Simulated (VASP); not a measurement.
Here is the system:

```
BaO
1.0
    0.00000     2.77280     2.77280
    2.77280     0.00000     2.77280
    2.77280     2.77280     0.00000
Ba O
1 1
Direct
  0.00000   0.00000   0.00000
  0.50000   0.50000   0.50000
```

The numbers are results of vdW-DF-cx, VASP's PBE PAW potentials (set 64) (plane waves; VASP 6.6.1), not measurements. Numerical set-up: 520 eV cut-off, Gaussian smearing of 0.050 eV, potentials Ba_sv O.

Unless said otherwise, spin-orbit coupling is left out, though it shifts the bands of the heavy elements here.

Problem. Give the energies of bands 6 to 11 at the high-symmetry points, in eV from the valence-band maximum.

Solution. 
```csv
band,Γ,X,U,L,W
6,-0.34,-0.16,-0.93,-2.01,-1.32
7,-0.34,-0.16,-0.73,-1.47,-0.20
8,-0.34,0.00,-0.14,-1.47,-0.20
9,3.48,1.96,3.40,4.92,4.59
10,4.68,5.98,6.54,7.16,4.59
11,4.68,8.93,7.01,7.16,6.86
```

The gap is direct, 1.96 eV, from the valence maximum at X to the conduction minimum at X.

Measured: gap 4.40 eV (computed value off by -2.44 eV), as given by Abedi et al., (2022), arXiv:2211.14644.

The compound is BaO in the rock salt structure. It was relaxed first.
